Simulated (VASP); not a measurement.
An input for Ansatz (written as the equivalent of a VASP run, and not itself run):

Ansatz 0.2 input:
```yaml
crystal:
  lattice:
    - [1.6200183, -2.8059540, 0.0000000]
    - [1.6200183, 2.8059540, 0.0000000]
    - [0.0000000, 0.0000000, 5.0044206]
  atoms:
    - { symbol: Sc, position: [0.3333330, 0.6666670, 0.2500000] }
    - { symbol: Sc, position: [0.6666670, 0.3333330, 0.7500000] }
kpoints:
  mp_grid: { grid: [13, 13, 7] }
hamiltonian:
  xc: pbe
  pseudopotentials: { kind: paw }
scf:
  occupations: { method: methfessel_paxton, width: 0.1 }
  max_iter: 100
relax:
  max_steps: 40
  f_tol: 0.02
  cell: { p_target: 5 }
output: { forces: true, stress: true, eigenvalues: true }
```

Task: Write the VASP files for the same calculation (PBE).

Result: One answer among several that fit: 
**POSCAR**
```
Sc
1
    1.6200183436    -2.8059539795     0.0000000000
    1.6200183436     2.8059539795    -0.0000000000
    0.0000000000    -0.0000000000     5.0044206026
Sc
2
Direct
  0.3333330000   0.6666670000   0.2500000000
  0.6666670000   0.3333330000   0.7500000000
```

INCAR:
```
SYSTEM = Sc
PREC = Accurate
ENCUT = 500
EDIFF = 1E-6
NELM = 100
ALGO = Normal
LREAL = .FALSE.
LASPH = .TRUE.
ISMEAR = 1
SIGMA = 0.1
GGA = PE
LMAXMIX = 4
LWAVE = .FALSE.
LCHARG = .FALSE.
IBRION = 2
ISIF = 3
NSW = 40
EDIFFG = -0.02
PSTRESS = 50
```

File KPOINTS:
```
Regular mesh
0
gamma
 13 13 7
0 0 0
```

POTCAR, in this order: Sc_sv (PBE.64 set). Program: vasp_std.

What does not carry over: each code has its own PAW files, so the cut-off isn't converted (ENCUT is set for VASP's; basis.ecutwfc is left out, and Ansatz then takes the one that its files recommend); Ansatz stops its SCF on the density residual and VASP on the energy change (EDIFF).

The compound is Sc in the hcp structure. It was relaxed first under an external pressure of 5 GPa.
